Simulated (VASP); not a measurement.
A VASP calculation is set up with these files.

KPOINTS:
```
Regular mesh
0
gamma
12 12 9
0 0 0
```

File POSCAR:
```
FePt
1
    2.6567494003    -0.0000000000    -0.0000000000
    0.0000000000     2.6567494003     0.0000000000
   -0.0000000000     0.0000000000     3.6867716252
Fe Pt
1 1
Direct
  0.0000000000   0.0000000000   1.0000000000
  0.5000000000   0.5000000000   0.5000000000
```

**INCAR**
```
# general
SYSTEM  = FePt
PREC    = Accurate
ENCUT   = 520   # plane-wave cut-off (eV)
LREAL   = .False.
LASPH   = .True.   # aspherical one-centre terms

# electronic loop
EDIFF   = 1E-6   # SCF stop (eV)
NELM    = 100   # most electronic steps
ALGO    = Normal
LMAXMIX = 6   # l cut-off of mixed one-centre charges

# smearing
ISMEAR  = 1
SIGMA   = 0.1

# spin
ISPIN   = 2   # spin-polarised
MAGMOM  = 2.7 0.3

# ions
IBRION  = 2   # conjugate gradients
NSW     = 60   # most ionic steps
ISIF    = 3
EDIFFG  = -0.01

# output
LWAVE   = .False.
LCHARG  = .False.
LORBIT  = 10
```

POTCAR, in this order: Fe Pt (LDA.64 set). Program: vasp_std.

Q: Write an equivalent input for Ansatz.

A: One equivalent input (not run):
Ansatz 0.2 input:
```yaml
crystal:
  lattice:
    - [2.6567494, 0.0000000, 0.0000000]
    - [0.0000000, 2.6567494, 0.0000000]
    - [0.0000000, 0.0000000, 3.6867716]
  atoms:
    - { symbol: Fe, position: [0.0000000, 0.0000000, 1.0000000], spin: 2.7 }
    - { symbol: Pt, position: [0.5000000, 0.5000000, 0.5000000], spin: 0.3 }
kpoints:
  mp_grid: { grid: [12, 12, 9] }
hamiltonian:
  xc: lda
  pseudopotentials: { kind: paw }
magnetization: { spin_polarized: true }
scf:
  occupations: { method: methfessel_paxton, width: 0.1 }
  max_iter: 100
relax:
  max_steps: 60
  f_tol: 0.01
  cell: {}
output: { forces: true, stress: true, eigenvalues: true }
```
The two are equivalent in intent, not identical: each code has its own PAW files, so the cut-off isn't converted (ENCUT is set for VASP's; basis.ecutwfc is left out, and Ansatz then takes the one that its files recommend); Ansatz stops its SCF on the density residual and VASP on the energy change (EDIFF); Ansatz's lda is the Perdew-Wang form, while the LDA potentials of VASP carry Perdew-Zunger's.

The compound is FePt in the L1_0 structure. It was relaxed first, which changed the volume by -5 %. The start is the result of an earlier pass.
